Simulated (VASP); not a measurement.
Given:

```xyz
6
Lattice="1.8868 -7.3513 0.0000 1.8868 7.3513 0.0000 0.0000 0.0000 3.7517" Properties=species:S:1:pos:R:3 pbc="T T T"
Hf     1.8868    -5.8186     0.9379
Hf     1.8868     5.8186     2.8138
Ge     1.8868     3.6741     0.9379
Ge     1.8868    -3.6741     2.8138
Ge     1.8868    -0.9030     0.9379
Ge     1.8868     0.9030     2.8138
```

Computed with PBEsol GGA, VASP's PBE PAW potentials (set 64) (plane waves; VASP). Run with 400 eV cut-off, 9×9×9 Γ-centred mesh, tetrahedra with Blöchl corrections, potentials Hf_pv Ge_d.

The cores are frozen, which limits the accuracy of field gradients.

**Question.** Give the principal components of the electric field gradient (V/Å²) and the asymmetry η at each nucleus.

**Answer.** 
```tsv
atom	Vxx	Vyy	Vzz	η
Hf1	7.6	6.3	-13.9	0.10
Hf2	7.6	6.3	-13.9	0.10
Ge3	51.1	50.0	-101.2	0.01
Ge4	51.1	50.0	-101.2	0.01
Ge5	-96.1	-41.0	137.0	0.40
Ge6	-96.1	-41.0	137.0	0.40
```

The structure comes from a measured HfGe2 entry (Cmcm) of the Crystallography Open Database, whose conditions weren't checked. It was relaxed first.
